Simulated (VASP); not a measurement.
All values below come from PBE GGA, VASP's PBE PAW potentials (set 64) (plane waves; VASP).

VASP input:

**INCAR**
```
EDIFF=1E-6
SIGMA=0.1
GGA=PE   # PBE
ALGO=Normal
LCHARG=.FALSE.
PREC=Accurate
ISMEAR=1
LREAL=.FALSE.   # projection in real space or not
LASPH=.TRUE.   # aspherical one-centre terms
ISIF=2   # forces and stress, cell fixed
SYSTEM=NiAl
NELM=100   # most electronic steps
LWAVE=.FALSE.
LMAXMIX=4
ENCUT=520
```

File POSCAR:
```
NiAl
1
    2.9656080000     0.0000000000     0.0000000000
    0.0000000000     2.9478510000     0.0000000000
    0.0000000000     0.0000000000     2.9100140000
Al Ni
1 1
Direct
  0.5000000000   0.5000000000   0.5000000000
  0.0094750000   0.0000000000   0.0000000000
```

File KPOINTS:
```
Automatic mesh
0
gamma
  11 11 11
0 0 0
```

POTCAR, in this order: Al Ni (PBE.64 set). Program: vasp_std.

The run wrote:

File OSZICAR:
```
       N       E                     dE             d eps       ncg     rms          rms(c)
DAV:   1     0.399616024462E+02    0.39962E+02   -0.56949E+03  4360   0.134E+03
DAV:   2    -0.106322103637E+02   -0.50594E+02   -0.48204E+02  4334   0.206E+02
DAV:   3    -0.118453076298E+02   -0.12131E+01   -0.11992E+01  5138   0.412E+01
DAV:   4    -0.118657378651E+02   -0.20430E-01   -0.20422E-01  5134   0.479E+00
DAV:   5    -0.118663307736E+02   -0.59291E-03   -0.59289E-03  5012   0.838E-01    0.115E+01
DAV:   6    -0.140170776391E+02   -0.21507E+01   -0.60063E+01  4808   0.130E+02    0.163E+01
DAV:   7    -0.105309249741E+02    0.34862E+01   -0.17067E+01  4770   0.783E+01    0.124E+00
DAV:   8    -0.105189069937E+02    0.12018E-01   -0.50936E-01  5254   0.909E+00    0.962E-01
DAV:   9    -0.105062817748E+02    0.12625E-01   -0.53999E-02  5054   0.370E+00    0.182E-01
DAV:  10    -0.105058856731E+02    0.39610E-03   -0.16405E-03  5040   0.608E-01    0.671E-02
DAV:  11    -0.105058819157E+02    0.37573E-05   -0.48768E-05  5066   0.728E-02    0.224E-02
DAV:  12    -0.105058803314E+02    0.15844E-05   -0.25421E-06  3808   0.246E-02    0.570E-03
DAV:  13    -0.105058796324E+02    0.69901E-06   -0.39087E-07  2254   0.729E-03
   1 F= -.10505880E+02 E0= -.10505742E+02  d E =-.412360E-03
```

### OUTCAR
```
------------------------ aborting loop because EDIFF is reached ----------------------------------------
  FORCE on cell =-STRESS in cart. coord.  units (eV):
  Direction    XX          YY          ZZ          XY          YZ          ZX
  --------------------------------------------------------------------------------------
  Total       -1.1424306     -1.0958269     -0.9734267      0.0000000      0.0000000      0.0000000
  in kB      -71.9492148    -69.0141598    -61.3055060      0.0000000      0.0000000      0.0000000
  external PRESSURE =     -67.4229602 kB  Pullay stress =       0.0000000 kB
  volume of cell :       25.44
      direct lattice vectors                 reciprocal lattice vectors
     2.965608000  0.000000000  0.000000000     0.337198982  0.000000000  0.000000000
     0.000000000  2.947851000  0.000000000     0.000000000  0.339230171  0.000000000
     0.000000000  0.000000000  2.910014000     0.000000000  0.000000000  0.343640958
 POSITION                                       TOTAL-FORCE (eV/Angst)
 -----------------------------------------------------------------------------------
      1.48280      1.47393      1.45501         0.130477      0.000000      0.000000
      0.02810      0.00000      0.00000        -0.130477      0.000000      0.000000
 -----------------------------------------------------------------------------------
    total drift:                                0.000128      0.000000      0.000002
  FREE ENERGIE OF THE ION-ELECTRON SYSTEM (eV)
  ---------------------------------------------------
  free  energy   TOTEN  =       -10.5058796324 eV

  energy  without entropy=      -10.5054672724  energy(sigma->0) =      -10.50574218
```
(Selected blocks of OUTCAR.)

File OUTCAR:
```
 val. band max:        9.2273352213   @ k =   0.0909   0.3636   0.2727

 cond. band min:       9.2449089723   @ k =   0.4545   0.3636   0.2727


 Fermi energy:         9.2354292513

 k-point     1 :       0.0000    0.0000    0.0000
  band No.  band energies     occupation
      1      -1.4631      2.00000
      2       6.2949      2.00000
      3       6.3029      2.00000
      4       7.7993      2.00000
      5       7.8305      2.00000
      6       7.8433      2.00000
      7      14.1956      0.00000
      8      14.3967      0.00000
      9      14.8415      0.00000
     10      17.0911      0.00000

 k-point     2 :       0.0909    0.0000    0.0000
  band No.  band energies     occupation
      1      -1.3199      2.00000
      2       6.2756      2.00000
      3       6.3330      2.00000
      4       7.7405      2.00000
      5       7.7757      2.00000
      6       7.8491      2.00000
      7      12.9153      0.00000
      8      14.5864      0.00000
      9      15.0270      0.00000
     10      17.2150      0.00000

 k-point     3 :       0.1818    0.0000    0.0000
  band No.  band energies     occupation
      1      -0.8931      2.00000
      2       6.1466      2.00000
      3       6.4174      2.00000
      4       7.5912      2.00000
      5       7.6358      2.00000
      6       7.8647      2.00000
      7      11.0252     -0.00000
      8      15.1299      0.00000
      9      15.5604      0.00000
     10      17.2545      0.00000

 k-point     4 :       0.2727    0.0000    0.0000
  band No.  band energies     occupation
      1      -0.1926      2.00000
      2       5.6765      2.00000
      3       6.5313      2.00000
      4       7.4117      2.00000
      5       7.4662      2.00000
      6       7.8853      2.00000
      7       9.5592     -0.00005
      8      15.9713      0.00000
      9      16.3905      0.00000
     10      17.3131      0.00000

 k-point     5 :       0.3636    0.0000    0.0000
...
```

The compound is NiAl in the CsCl type structure. The cell was not relaxed at this level, atoms are displaced from their ideal sites. The run is one of a series of settings (ENCUT = 520 against the base run), some of them coarse on purpose. The run is not spin-polarised, so no magnetic state was tried. The electron count is odd and the run is not spin-polarised, which forces a metal.
